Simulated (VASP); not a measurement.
Crystal: TiN.

```xyz
2
Lattice="0.0000 2.1190 2.1190 2.1190 0.0000 2.1190 2.1190 2.1190 0.0000" Properties=species:S:1:pos:R:3 pbc="T T T"
Ti    0.0000    0.0000    0.0000
N     2.1190    2.1190    2.1190
```

- Program: VASP 6.6.1
- Task: relaxation of cell and atoms
- Functional: PBEsol
- Potentials or basis: VASP PAW PBE potentials, release 64 (Ti_sv, N)
- Cutoff: 520 eV
- k mesh: 12 × 12 × 12
- Occupations: gaussian, width 0.02 eV
- Spin: no spin polarisation

At the start: pressure -6.4 GPa; volume 9.51 Å³/atom.

Problem. How do energy, volume and symmetry change on relaxing?

Solution. Over 6 steps the energy falls by 4.4 meV/atom and the volume is 9.30 Å³/atom (-2.2 %); space group Fm-3m (No. 225, to 0.05 Å).

Step by step:
```tsv
step	energy change (eV)	largest force (eV/Å)	pressure (GPa)	volume (Å³)
1	0.0000	0.0000	-6.44	19.03
2	0.0110	0.0000	10.67	17.99
3	-0.0087	0.0000	-0.06	18.61
4	-0.0087	0.0000	0.07	18.60
5	-0.0087	0.0000	-0.08	18.61
6	-0.0087	0.0000	-0.02	18.60
```

Final structure:
```xyz
2
Lattice="0.0000 2.1031 2.1031 2.1031 0.0000 2.1031 2.1031 2.1031 0.0000" Properties=species:S:1:pos:R:3 pbc="T T T"
Ti    0.0000    0.0000    0.0000
N     2.1031    2.1031    2.1031
```

Caveat: the PAW data sets were made with another functional, which shifts forces and pressure a little.
